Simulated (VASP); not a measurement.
A VASP calculation is set up with these files.

POSCAR:
```
SrSi2
1
   -2.2315780000     2.2315780000     6.9701040000
    2.2315780000    -2.2315780000     6.9701040000
    2.2315780000     2.2315780000    -6.9701040000
Sr Si
2 4
Direct
  0.2500000000   0.7500000000   0.5000000000
  0.5000000000   0.5000000000   0.0000000000
  0.8335100000   0.3335100000   0.5000000000
  0.0835100000   0.0835100000   0.0000000000
  0.9164900000   0.9164900000   0.0000000000
  0.6664900000   0.1664900000   0.5000000000
```

INCAR:
```
SYSTEM = SrSi2
PREC = Accurate
ENCUT = 300
EDIFF = 1E-6
NELM = 100
ALGO = Normal
LREAL = .FALSE.
LASPH = .TRUE.
ISMEAR = -1
SIGMA = 0.136
GGA = PS
LMAXMIX = 4
LWAVE = .FALSE.
LCHARG = .FALSE.
ISIF = 2
```

File KPOINTS:
```
Automatic mesh
0
Gamma
  2 2 2
0 0 0
```

POTCAR, in this order: Sr_sv Si (PBE.64 set). Program: vasp_std.

### Question
Write an equivalent input for Quantum ESPRESSO's pw.x.

### Answer
One equivalent input (not run):
```
&CONTROL
  calculation = 'scf'
  pseudo_dir = './pseudo'
  outdir = './out'
  tprnfor = .true.
  tstress = .true.
/
&SYSTEM
  ibrav = 0
  nat = 6
  ntyp = 2
  ecutwfc = 68
  occupations = 'smearing'
  smearing = 'fermi-dirac'
  degauss = 0.009996
  input_dft = 'pbesol'
/
&ELECTRONS
  conv_thr = 7.3e-08
  electron_maxstep = 100
/
ATOMIC_SPECIES
  Sr 87.620 Sr.upf
  Si 28.085 Si.upf
CELL_PARAMETERS angstrom
    -2.2315780    2.2315780    6.9701040
     2.2315780   -2.2315780    6.9701040
     2.2315780    2.2315780   -6.9701040
ATOMIC_POSITIONS crystal
  Sr   0.2500000  0.7500000  0.5000000
  Sr   0.5000000  0.5000000  0.0000000
  Si   0.8335100  0.3335100  0.5000000
  Si   0.0835100  0.0835100  0.0000000
  Si   0.9164900  0.9164900  0.0000000
  Si   0.6664900  0.1664900  0.5000000
K_POINTS automatic
  2 2 2 0 0 0
```
The two are equivalent in intent, not identical: the potentials are each code's own (VASP's PAW set, PseudoDojo norm-conserving files in pw.x), so ENCUT and ecutwfc are chosen apart and not converted; conv_thr bounds pw.x's estimated SCF error, while EDIFF bounds the energy change between steps.

The structure comes from a computed database's SrSi2 entry; how it stands against other phases isn't given here. The cell was not relaxed at this level. The k-mesh is coarse (spacing up to 1.00 per Å, 2π included), so the numbers may not be converged in it. The run is one of a series of settings (KPOINTS 2×2×2 Γ-centred mesh against the base run), some of them coarse on purpose.
